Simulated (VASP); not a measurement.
Method: PBE GGA with D3 dispersion (Becke-Johnson damping), VASP's PBE PAW potentials (set 64) (plane waves; VASP).

VASP input:

File KPOINTS:
```
Regular mesh
0
G
 16 16 16
```

File POSCAR:
```
Pd
1
    0.0000000000     1.9635363978     1.9635363978
    1.9635363978     0.0000000000     1.9635363978
    1.9635363978     1.9635363978     0.0000000000
Pd
1
Direct
  0.0000000000   0.0000000000   0.0000000000
```

INCAR:
```
SYSTEM = Pd
PREC = Accurate
ENCUT = 520
EDIFF = 1E-7
NELM = 100
ALGO = Normal
LREAL = .FALSE.
LASPH = .TRUE.
ISMEAR = 1
SIGMA = 0.1
GGA = PE
IVDW = 12
LMAXMIX = 4
LWAVE = .FALSE.
LCHARG = .FALSE.
ISIF = 2
```

POTCAR, in this order: Pd (PBE.64 set). Program: vasp_std.

### Question
What will the output report for the number of irreducible k-points (NKPTS), largest plane-wave count, number of space-group operations, FFT grid (NGX, NGY, NGZ)?

### Answer

| Quantity | Value |
|---|---|
| number of irreducible k-points (NKPTS) | 145 |
| largest plane-wave count | 419 |
| number of space-group operations | 48 |
| FFT grid (NGX, NGY, NGZ) | 24 × 24 × 24 |

The compound is Pd in the fcc structure. This cell is one point of a volume scan, at 1.03 of the reference volume.
